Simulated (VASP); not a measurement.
Sm₃SnN (space group Pm-3m): computed properties

Level of theory: PBEsol GGA, VASP's PBE PAW potentials (set 64) (plane waves; VASP 6.6.1).

- space group = Pm-3m (221)
- cell = a = 4.862 Å, b = 4.862 Å, c = 4.862 Å, α = 90.00°, β = 90.00°, γ = 90.00°
- volume per atom = 22.99 Å³/atom
- band gap (over mesh and band path) = none (metal, semimetal or under 0.01 eV)
- band gap with spin-orbit coupling = none (metallic)
- density = 8.43 g/cm³

```cif
data_NSm3Sn
_chemical_formula_sum 'Sm3 Sn1 N1'
_space_group_name_H-M_alt 'Pm-3m'
_space_group_IT_number 221
_space_group_name_Hall '-P 4 2 3'
_cell_length_a 4.86249
_cell_length_b 4.86249
_cell_length_c 4.86249
_cell_angle_alpha 90.000
_cell_angle_beta 90.000
_cell_angle_gamma 90.000
loop_
_atom_site_label
_atom_site_type_symbol
_atom_site_symmetry_multiplicity
_atom_site_Wyckoff_symbol
_atom_site_fract_x
_atom_site_fract_y
_atom_site_fract_z
_atom_site_occupancy
Sm1 Sm 3 d 0.00000 0.00000 0.50000 1
Sn1 Sn 1 b 0.50000 0.50000 0.50000 1
N1 N 1 a 0.00000 0.00000 0.00000 1
```

The 4f electrons are frozen in the core of the lanthanide potential, so 4f levels, which can set the real gap, and their magnetism are missing. Unless said otherwise, spin-orbit coupling is left out, though it shifts the bands of the heavy elements here.

The structure comes from a computed database's Sm3SnN entry (Pm-3m); how it stands against other phases isn't given here. It was relaxed first. Symmetry was kept, so distortions that lower it aren't found.
